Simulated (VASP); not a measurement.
LiPdF3: single point with r2SCAN

LiPdF3:

```
Pd Li F
1.0
     2.65427    4.59733    0.00000
    -2.65427    4.59733    0.00000
     0.00000    0.00000    4.44791
Pd Li F
2 2 6
Direct
  0.00000 0.00000 0.00000
  0.00000 0.00000 0.50000
  0.33333 0.33333 0.75000
  0.66667 0.66667 0.25000
  0.82294 0.82294 0.25000
  0.17706 0.64588 0.75000
  0.35412 0.82294 0.25000
  0.17706 0.17706 0.75000
  0.82294 0.35412 0.25000
  0.64588 0.17706 0.75000
```

The cell was built by a generator and needn't be a form met in nature.

```
Program                : VASP 6.6.1
Task                   : single point
Functional             : r2SCAN
Potentials or basis    : VASP PAW PBE potentials, release 64 (Pd, Li_sv, F)
Cutoff                 : 520 eV
k mesh                 : 6 × 6 × 7
Occupations            : fermi-dirac, width 0.1 eV
Spin                   : no spin polarisation
Dipole correction      : no
Further INCAR settings : ALGO = Normal; EDIFF = 1e-06; NBANDS = 45
```

```yaml
Largest_force: 0.278 eV/Å
Band_gap_on_the_k_mesh: none (metal or under the smearing width)
```

Forces on the atoms (eV/Å):
```
Pd   0.000  0.000  0.000
Pd   0.000  0.000  0.000
Li   0.000  0.000  0.000
Li   0.000  0.000  0.000
F    0.000  0.278  0.000
F   -0.241  0.139  0.000
F   -0.241 -0.139  0.000
F    0.000 -0.278  0.000
F    0.241 -0.139  0.000
F    0.241  0.139  0.000
```

Levels at points of the mesh, in eV from the Fermi level:
| k point | band 29 | band 30 | band 31 | band 32 | band 33 | band 34 | band 35 | band 36 | band 37 | band 38 |
| --- | --- | --- | --- | --- | --- | --- | --- | --- | --- | --- |
| (0.00, 0.00, 0.00) | -3.26 | -2.20 | -2.20 | -0.03 | -0.03 | 0.12 | 0.12 | 0.49 | 2.76 | 6.56 |
| (0.50, 0.00, 0.00) | -2.67 | -2.21 | -2.20 | -0.27 | -0.02 | 0.06 | 0.12 | 0.62 | 4.94 | 5.07 |

Run time: 6.5 min on 1 thread of Intel(R) Xeon(R) Platinum 8488C (Sapphire Rapids), with other jobs on the host, peak memory 0.31 GiB.

Caveat: the PAW data sets were made with another functional, which shifts forces and pressure a little.
